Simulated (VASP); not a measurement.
Consider the following.

```
AsB
1.0
    0.00000     2.45252     2.45252
    2.45252     0.00000     2.45252
    2.45252     2.45252     0.00000
B As
1 1
Direct
  0.00000   0.00000   0.00000
  0.25000   0.25000   0.25000
```

Method: vdW-DF2, VASP's PBE PAW potentials (set 64) (plane waves; VASP). Run with 520 eV cut-off, Gaussian smearing of 0.050 eV, potentials B As.

Problem. Give the energies of bands 2 to 7 at the high-symmetry points, in eV from the valence-band maximum.

Solution. 
| band | Γ | X | U | L | W |
|---|---|---|---|---|---|
| 2 | 0.00 | -7.96 | -7.64 | -8.04 | -7.59 |
| 3 | 0.00 | -3.64 | -5.24 | -1.64 | -4.83 |
| 4 | 0.00 | -3.64 | -3.11 | -1.64 | -4.56 |
| 5 | 3.33 | 1.79 | 2.33 | 2.32 | 5.41 |
| 6 | 3.33 | 1.81 | 5.47 | 4.88 | 5.53 |
| 7 | 3.33 | 10.53 | 8.72 | 4.88 | 6.65 |

The gap is indirect, 1.52 eV, from the valence maximum at Γ to the conduction minimum at Γ-X at 0.79.

Measured: gap 1.82 eV (computed value off by -0.30 eV), as given by Wikipedia, List of semiconductor materials.

The compound is BAs in the zinc blende structure. It was relaxed first, which changed the volume by +8 %.
